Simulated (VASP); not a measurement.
Runs of VASP 6.6.1 on S2SiH2. The cell holds a molecule in a box, 5 atoms: a = 13.000 Å, b = 12.000 Å, c = 11.000 Å, α = 90.00°, β = 90.00°, γ = 90.00°. 

```csv
level,potentials or basis,cutoff (eV),grid for exact exchange (PRECFOCK),exchange at q = 0,screening parameter,gap on the mesh (eV),largest force (eV/Å)
r2SCAN0+D3(BJ),"VASP PAW PBE potentials, release 64 (S, Si, H_s)",400,Fast,truncated,-,5.07,0.29
HSE06+D4,"VASP PAW PBE potentials, release 64 (S, Si, H)",520,Fast,-,0.2 1/A,(b),(a)
PBE0+D3(BJ),"VASP PAW PBE potentials, release 64 (S, Si, H_s)",400,Fast,default,-,4.93,0.12
LDA,"VASP PAW LDA potentials, release 64 (S, Si, H)",520,-,-,-,3.09,0.35
B3LYP+D4,"VASP PAW PBE potentials, release 64 (S, Si, H)",520,Normal,truncated,-,4.57,0.26
```

Alike in all rows: task single point; no spin polarisation; cell as given; k mesh 1 × 1 × 1; smearing gaussian 0.01 eV.

Question: Estimate the missing entries.

Answer: (a) 0.13; (b) 4.17.

Caveats: the PAW data sets were made with another functional, which shifts forces and pressure a little (some runs).

Runs at the PBE level aren't shown here.
